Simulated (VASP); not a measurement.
A convergence study with VASP on PbTe (rock salt): one setting is varied, all else stays as given below, so the limit is that of these other settings. Each run relaxes cell and ions from the cell shown.

```xyz
2
Lattice="0.0000 3.2300 3.2300 3.2300 0.0000 3.2300 3.2300 3.2300 0.0000" Properties=species:S:1:pos:R:3 pbc="T T T"
Te     3.2300     3.2300     3.2300
Pb     0.0000     0.0000     0.0000
```

These are LDA (Ceperley-Alder, Perdew-Zunger), VASP's LDA PAW potentials (set 64) (plane waves; VASP 6.6.1) values and carry that method's errors. The tightest run used: 550 eV cut-off, 11×11×11 Γ-centred mesh, Gaussian smearing of 0.050 eV, potentials Te Pb_d.

Unless said otherwise, spin-orbit coupling is left out, though it shifts the bands of the heavy elements here. Gaps are read on the run's mesh, which can miss a band edge.

| setting | relaxed volume (Å³/atom) | E (eV/atom) | gap on the mesh (eV) | irreducible k-points |
|---|---|---|---|---|
| 2×2×2 mesh | 37.780 | -3.5750 | 0.589 | 3 |
| 3×3×3 mesh | 32.499 | -4.4151 | 1.767 | 4 |
| 4×4×4 mesh | 32.542 | -4.3840 | 0.559 | 8 |

Task: These are the cheaper rows. Estimate the results at 11×11×11 mesh, and how far the last row shown lies from them.

Result: 
```json
[
 {"quantity": "relaxed volume (Å³/atom)", "tightest run": "32.524", "last row shown is off by": "0.018"},
 {"quantity": "E (eV/atom)", "tightest run": "-4.3878", "last row shown is off by": "0.0038"},
 {"quantity": "gap on the mesh (eV)", "tightest run": "0.706", "last row shown is off by": "-0.147"}
]
```

Left out are rungs that failed or repeat a setting and relaxations that didn't move; long series are thinned to 24 rows.

The compound is PbTe in the rock salt structure.
